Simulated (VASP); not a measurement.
The system is H2, in a box.

```
H
1.0
    10.00000    0.00000    0.00000
     0.00000   10.50000    0.00000
     0.00000    0.00000   11.00000
H
2
Cartesian
  5.0000 5.2500 5.1208
  5.0000 5.2500 5.8792
```

Base run:

```yaml
Program: VASP 6.6.1
Functional: PBEsol
Potentials_or_basis: VASP PAW PBE potentials, release 64 (H)
Cutoff: 520 eV
k_mesh: 1 × 1 × 1
Occupations: gaussian, width 0.02 eV
Spin: no spin polarisation
```

Its results: gap between the frontier levels 9.98 eV.

**Question.** The run is repeated on the same cell with these changes: functional from PBEsol to r2SCAN. What comes out?

**Answer.** Gap between the frontier levels 10.91 eV.

r2SCAN gives the wider gap, since meta-GGAs in the generalised Kohn-Sham scheme recover part of the derivative discontinuity.

